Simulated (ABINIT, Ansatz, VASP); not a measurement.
## PbSe (Fm-3m, 2 atoms in the cell) computed with different codes at matched settings

Self-consistent single point.

```
PbSe
1.0
    0.00000     3.06000     3.06000
    3.06000     0.00000     3.06000
    3.06000     3.06000     0.00000
Pb Se
1 1
Cartesian
  0.00000   0.00000   0.00000
  3.06000   3.06000   3.06000
```

Shared settings, as Ansatz (a quantum-chemistry and plane-wave program) writes them: kpoints.mp_grid.grid = 6 6 6; scf.occupations.method = fermi_dirac; scf.occupations.width = 0.01 eV. Potentials and cutoffs stand in the table.

```tsv
code	model	pressure (GPa)	gap on the mesh (eV)	cutoff
Ansatz	LDA (PW92), default PAW files made with PBE	-2.15	0.182	default
VASP	LDA (PZ), VASP's LDA PAW potentials (set 64)	–	0.161	300 eV
ABINIT	LDA (PW92), norm-conserving pseudopotentials (PseudoDojo nc-sr-04 LDA standard)	-2.14	0.191	43 Ha
```

A dash marks a value that a program does not give, or that is left out as unsure.

Gaps are read on the mesh.

On Ansatz's run: spin-orbit coupling is off.

The spread over the programs that give each value: pressure within 0.01 GPa; gap on the mesh within 0.030 eV.

Ansatz's pressure is given at a fixed set of plane waves, as the other plane-wave codes print theirs. The same LDA comes in different parametrisations, which differ slightly.

VASP's run is marked for a possible Pulay error in its stress at this cutoff; no cutoff test was made.

The starting cell has typed, rounded lattice constants, without a prior relaxation at this level.

Left out of this page: GPAW, CP2K, Elk and SIESTA (not drawn, or without a comparable value); FLEUR (with a known weakness of the program).

Keys are those of Ansatz 0.2.
